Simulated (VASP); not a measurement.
# InAg under changes of volume

One of the cells (21.213 Å³/atom); the others are scaled copies at fixed shape and fractional positions:

```xyz
2
Lattice="3.4877 0.0000 0.0000 0.0000 3.4877 0.0000 0.0000 0.0000 3.4877" Properties=species:S:1:pos:R:3 pbc="T T T"
In    1.7439    1.7439    1.7439
Ag    0.0000    0.0000    0.0000
```

The cell comes from a database or a generator and needn't be the stable form of this composition.

| Quantity | Value |
| --- | --- |
| Program | VASP 6.6.1 |
| Functional | PBEsol |
| Potentials or basis | VASP PAW PBE potentials, release 64 (In_d, Ag) |
| Cutoff | 520 eV |
| k mesh | 8 × 8 × 8 |
| Occupations | fermi-dirac, width 0.05 eV |
| Spin | no spin polarisation |

```tsv
volume (Å³/atom)	energy over the lowest point (meV/atom)	pressure (GPa)
19.549	2.69	1.8
19.965	0.00	0.1
20.381	?	?
21.213	14.66	-3.7
21.629	25.29	-4.6
22.045	38.10	-5.4
```

**Question.** What does the run at 20.381 Å³/atom give?

**Answer.** Energy over the lowest point 1.50 meV/atom; pressure -1.3 GPa.

Worked out: A Birch-Murnaghan fit of order 3 (a polynomial in V^(-2/3)) to the other rows has its minimum at 20.01 Å³/atom with B0 = V·E''(V) = 76 GPa and B' = 6.7. It gives 1.50 meV/atom at 20.381 Å³/atom, against the run's 1.50, and -dE/dV = -1.3 GPa, against -1.3.

Energies are extrapolated to zero smearing.

Caveats: the PAW data sets were made with another functional, which shifts forces and pressure a little.
